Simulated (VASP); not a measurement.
An input for Ansatz (written as the equivalent of a VASP run, and not itself run):

Ansatz 0.2 input:
```yaml
crystal:
  lattice:
    - [1.7989621, -3.1158938, 0.0000000]
    - [1.7989621, 3.1158938, 0.0000000]
    - [0.0000000, 0.0000000, 5.6430716]
  atoms:
    - { symbol: Zr, position: [0.0000000, 0.0000000, 0.0000000] }
    - { symbol: S, position: [0.3333330, 0.6666670, 0.2571723] }
    - { symbol: S, position: [0.6666670, 0.3333330, 0.7428277] }
kpoints:
  mp_grid: { grid: [8, 8, 4] }
hamiltonian:
  xc: lda
  pseudopotentials: { kind: paw }
scf:
  occupations: { method: gaussian, width: 0.05 }
  max_iter: 100
relax:
  max_steps: 60
  f_tol: 0.01
  cell: {}
output: { forces: true, stress: true, eigenvalues: true }
```

### Question
Translate this input to VASP (INCAR, KPOINTS, POSCAR, choice of POTCAR).

### Answer
One answer among several that fit: 
File KPOINTS:
```
Regular mesh
0
G
  8 8 4
0 0 0
```

**INCAR**
```
SYSTEM=ZrS2
PREC=Accurate; ENCUT=520; LREAL=.False.
LASPH=.True.
EDIFF=1E-6; NELM=100; ALGO=Normal
LMAXMIX=4
ISMEAR=0; SIGMA=0.05
IBRION=2; NSW=60; ISIF=3
EDIFFG=-0.01
LWAVE=.False.; LCHARG=.False.
```

File POSCAR:
```
ZrS2
1.0
  1.7989621154  -3.1158938059   0.0000000000
  1.7989621154   3.1158938059   0.0000000000
  0.0000000000   0.0000000000   5.6430715801
Zr S
1 2
direct
  0.0000000000   0.0000000000   0.0000000000
  0.3333330000   0.6666670000   0.2571723450
  0.6666670000   0.3333330000   0.7428276550
```

POTCAR, in this order: Zr_sv S (LDA.64 set). Program: vasp_std.

What does not carry over: each code has its own PAW files, so the cut-off isn't converted (ENCUT is set for VASP's; basis.ecutwfc is left out, and Ansatz then takes the one that its files recommend); Ansatz stops its SCF on the density residual and VASP on the energy change (EDIFF); Ansatz's lda is the Perdew-Wang form, while the LDA potentials of VASP carry Perdew-Zunger's.

The compound is ZrS2 in the 1T layered structure. It was relaxed first, which changed the volume by -6 %. The start is the result of an earlier pass.
